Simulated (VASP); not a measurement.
Output of a VASP run:

File OUTCAR:
```
 ion  position               nearest neighbor table
   1  0.000  0.000  0.000-   2 2.51   3 2.51   2 2.51   3 2.51   3 2.51   3 2.51   2 2.51   2 2.51
                             3 2.51   3 2.51   2 2.51   2 2.51
   2  0.333  0.667  0.500-   3 1.79   3 1.79   3 1.79   1 2.51   1 2.51   1 2.51   1 2.51   1 2.51
                             1 2.51
   3  0.667  0.333  0.500-   2 1.79   2 1.79   2 1.79   1 2.51   1 2.51   1 2.51   1 2.51   1 2.51
                             1 2.51
  LATTYP: Found a hexagonal cell.
 ALAT       =     3.1013411269
 C/A-ratio  =     1.1359192484
 Subroutine PRICEL returns:
 Original cell was already a primitive cell.
 Subroutine GETGRP returns: Found 24 space group operations
The static configuration has the point symmetry D_6h.
The dynamic configuration has the point symmetry D_6h.
 Subroutine INISYM returns: Found 24 space group operations
 Subroutine IBZKPT returns following result:
 Found     70 irreducible k-points:

 Following reciprocal coordinates:
            Coordinates               Weight
  0.000000  0.000000  0.000000      1.000000
  0.100000  0.000000  0.000000      6.000000
  0.200000  0.000000  0.000000      6.000000
  0.300000 -0.000000  0.000000      6.000000
  0.400000 -0.000000  0.000000      6.000000
  0.500000  0.000000  0.000000      3.000000
  0.100000  0.100000  0.000000      6.000000
  0.200000  0.100000  0.000000     12.000000
  0.300000  0.100000  0.000000     12.000000
  0.400000  0.100000  0.000000     12.000000
  0.200000  0.200000  0.000000      6.000000
  0.300000  0.200000  0.000000     12.000000
  0.400000  0.200000  0.000000      6.000000
  0.300000  0.300000  0.000000      6.000000
  0.000000  0.000000  0.125000      2.000000
  0.100000  0.000000  0.125000     12.000000
  0.200000  0.000000  0.125000     12.000000
  0.300000 -0.000000  0.125000     12.000000
  0.400000 -0.000000  0.125000     12.000000
  0.500000  0.000000  0.125000      6.000000
  0.100000  0.100000  0.125000     12.000000
  0.200000  0.100000  0.125000     24.000000
  0.300000  0.100000  0.125000     24.000000
  0.400000  0.100000  0.125000     24.000000
  0.200000  0.200000  0.125000     12.000000
  0.300000  0.200000  0.125000     24.000000
  0.400000  0.200000  0.125000     12.000000
  0.300000  0.300000  0.125000     12.000000
  0.000000  0.000000  0.250000      2.000000
  0.100000  0.000000  0.250000     12.000000
  0.200000  0.000000  0.250000     12.000000
  0.300000 -0.000000  0.250000     12.000000
  0.400000 -0.000000  0.250000     12.000000
  0.500000  0.000000  0.250000      6.000000
  0.100000  0.100000  0.250000     12.000000
  0.200000  0.100000  0.250000     24.000000
  0.300000  0.100000  0.250000     24.000000
  0.400000  0.100000  0.250000     24.000000
  0.200000  0.200000  0.250000     12.000000
  0.300000  0.200000  0.250000     24.000000
   k-points           NKPTS =     70   k-points in BZ     NKDIM =     70   number of bands    NBANDS=      8
   number of dos      NEDOS =    301   number of ions     NIONS =      3
   total plane-waves  NPLWV =  16128
   dimension x,y,z NGX =    24 NGY =   24 NGZ =   28
   dimension x,y,z NGXF=    48 NGYF=   48 NGZF=   56
   ions per type =               1   2
   PREC   = accura    normal or accurate (medium, high low for compatibility)
   ISTART =      0    job   : 0-new  1-cont  2-samecut
   ICHARG =      2    charge: 1-file 2-atom 10-const
   ISPIN  =      1    spin polarized calculation?
   LNONCOLLINEAR =      F non collinear calculations
   LSORBIT =      F    spin-orbit coupling
   INIWAV =      1    electr: 0-lowe 1-rand  2-diag
   ENCUT  =  520.0 eV  38.22 Ry    6.18 a.u.   5.77  5.77  6.55*2*pi/ulx,y,z
   NELM   =    100;   NELMIN=  2; NELMDL= -5     # of ELM steps
   EDIFF  = 0.1E-05   stopping-criterion for ELM
   LREAL  =      F    real-space projection
   NLSPLINE    = F    spline interpolate recip. space projectors
   LMAXMIX     =    2 max onsite mixed and CHGCAR
...
```

### OSZICAR
```
       N       E                     dE             d eps       ncg     rms          rms(c)
DAV:   1     0.603201438920E+01    0.60320E+01   -0.39032E+03  1168   0.836E+02
DAV:   2    -0.159877261789E+02   -0.22020E+02   -0.21118E+02  1704   0.109E+02
DAV:   3    -0.162404240975E+02   -0.25270E+00   -0.24351E+00  1408   0.143E+01
DAV:   4    -0.162410865274E+02   -0.66243E-03   -0.66243E-03  1800   0.525E-01
DAV:   5    -0.162410884902E+02   -0.19628E-05   -0.19630E-05  1392   0.986E-03    0.515E+00
DAV:   6    -0.149320798777E+02    0.13090E+01   -0.21190E+00  1272   0.791E+00    0.255E+00
DAV:   7    -0.146829089149E+02    0.24917E+00   -0.12254E+00  1296   0.593E+00    0.726E-01
DAV:   8    -0.146829155143E+02   -0.65994E-05   -0.69692E-02  1216   0.184E+00    0.284E-01
DAV:   9    -0.146789476121E+02    0.39679E-02   -0.13260E-02  1256   0.650E-01    0.545E-02
DAV:  10    -0.146789593555E+02   -0.11743E-04   -0.12233E-03  1528   0.219E-01    0.305E-02
DAV:  11    -0.146789115573E+02    0.47798E-04   -0.21773E-04  1248   0.887E-02    0.217E-03
DAV:  12    -0.146789117772E+02   -0.21996E-06   -0.21095E-06  1456   0.134E-02
   1 F= -.14678912E+02 E0= -.14679057E+02  d E =-.146789E+02
       N       E                     dE             d eps       ncg     rms          rms(c)
DAV:   1    -0.146792395697E+02   -0.32801E-03   -0.63907E-03  1632   0.743E-01    0.351E-02
DAV:   2    -0.146792033420E+02    0.36228E-04   -0.87669E-05  1416   0.724E-02    0.193E-02
DAV:   3    -0.146791912064E+02    0.12136E-04   -0.43546E-05  1400   0.364E-02    0.385E-03
DAV:   4    -0.146791913439E+02   -0.13751E-06   -0.26864E-06  1248   0.117E-02
   2 F= -.14679191E+02 E0= -.14679276E+02  d E =-.279567E-03
       N       E                     dE             d eps       ncg     rms          rms(c)
DAV:   1    -0.146791953767E+02   -0.41703E-05   -0.63853E-05  1568   0.725E-02    0.342E-03
DAV:   2    -0.146791948622E+02    0.51450E-06   -0.92494E-07  1184   0.749E-03
   3 F= -.14679195E+02 E0= -.14679287E+02  d E =-.283085E-03
```

OUTCAR:
```
------------------------ aborting loop because EDIFF is reached ----------------------------------------
  FORCE on cell =-STRESS in cart. coord.  units (eV):
  Direction    XX          YY          ZZ          XY          YZ          ZX
  --------------------------------------------------------------------------------------
  Total        0.0173700      0.0173700      0.0593619      0.0000000      0.0000000     -0.0000000
  in kB        0.9510572      0.9510569      3.2502242      0.0000000      0.0000000     -0.0000000
  external PRESSURE =       1.7174461 kB  Pullay stress =       0.0000000 kB
  volume of cell :       29.26
      direct lattice vectors                 reciprocal lattice vectors
     1.547726753 -2.680740872  0.000000000     0.323054440 -0.186515603  0.000000000
     1.547726753  2.680740872  0.000000000     0.323054440  0.186515603  0.000000000
    -0.000000000 -0.000000000  3.526351982    -0.000000000  0.000000000  0.283579179
 POSITION                                       TOTAL-FORCE (eV/Angst)
 -----------------------------------------------------------------------------------
     -0.00000     -0.00000      3.52635        -0.000000     -0.000000      0.000000
      1.54773      0.89358      1.76318         0.000000     -0.000000      0.000000
      1.54773     -0.89358      1.76318        -0.000000      0.000000     -0.000000
 -----------------------------------------------------------------------------------
    total drift:                                0.000000     -0.000000      0.000000
  FREE ENERGIE OF THE ION-ELECTRON SYSTEM (eV)
  ---------------------------------------------------
  free  energy   TOTEN  =       -14.6791948622 eV

  energy  without entropy=      -14.6794704719  energy(sigma->0) =      -14.67928673

 reached required accuracy - stopping structural energy minimisation
```
(Selected blocks of OUTCAR.)

POSCAR:
```
MgB2
1
    1.5506707813    -2.6858400759     0.0000000000
    1.5506707813     2.6858400759    -0.0000000000
   -0.0000000000    -0.0000000000     3.5228730820
Mg B
1 2
Direct
  1.0000000000   1.0000000000   0.0000000000
  0.3333330000   0.6666670000   0.5000000000
  0.6666670000   0.3333330000   0.5000000000
```

Reconstruct the remaining input files.

One answer among several that fit: the input of the run itself, revPBE GGA, plane waves, VASP's PBE PAW potentials (set 64).

**INCAR**
```
! general
SYSTEM = MgB2
PREC   = Accurate
ENCUT  = 520   ! plane-wave cut-off (eV)
LREAL  = F   ! projection in real space or not
LASPH  = T

! electronic loop
EDIFF  = 1E-6
NELM   = 100   ! most electronic steps
ALGO   = Normal   ! blocked Davidson

! smearing
ISMEAR = 1   ! Methfessel-Paxton
SIGMA  = 0.1   ! width (eV)

! functional
GGA    = RE

! ions
IBRION = 2
NSW    = 60   ! most ionic steps
ISIF   = 3   ! ions, shape and volume
EDIFFG = -0.02

! output
LWAVE  = F
LCHARG = F
```

**KPOINTS**
```
Automatic mesh
0
Gamma
10 10 8
0 0 0
```

POTCAR, in this order: Mg B (PBE.64 set). Program: vasp_std.

The compound is MgB2 in the AlB2 type structure. This run relaxes it. Symmetry was kept, so distortions that lower it aren't found. The start is the result of an earlier pass.
